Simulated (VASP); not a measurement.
Consider the following.

```xyz
4
Lattice="1.9755 -3.4217 0.0000 1.9755 3.4217 0.0000 0.0000 0.0000 5.1508" Properties=species:S:1:pos:R:3 pbc="T T T"
Ni     0.0000     0.0000     2.5754
Ni     0.0000     0.0000     0.0000
Sb     1.9755     1.1406     1.2877
Sb     1.9755    -1.1406     3.8631
```

Calculation: rev-vdW-DF2, VASP's PBE PAW potentials (set 64) (plane waves; VASP 6.6.1). Numerical set-up: 520 eV cut-off, 10×10×7 Γ-centred mesh, tetrahedra with Blöchl corrections, potentials Ni Sb.

The cores are frozen, which limits the accuracy of field gradients.

Task: Give the principal components of the electric field gradient (V/Å²) and the asymmetry η at each nucleus.

Result: 
```csv
atom,Vxx,Vyy,Vzz,η
Ni1,10.5,10.4,-20.9,0.00
Ni2,10.5,10.4,-20.9,0.00
Sb3,-38.4,-38.4,76.9,0.00
Sb4,-38.4,-38.4,76.9,0.00
```

The compound is NiSb in the NiAs type structure. It was relaxed first. The run is not spin-polarised, so no magnetic state was tried.
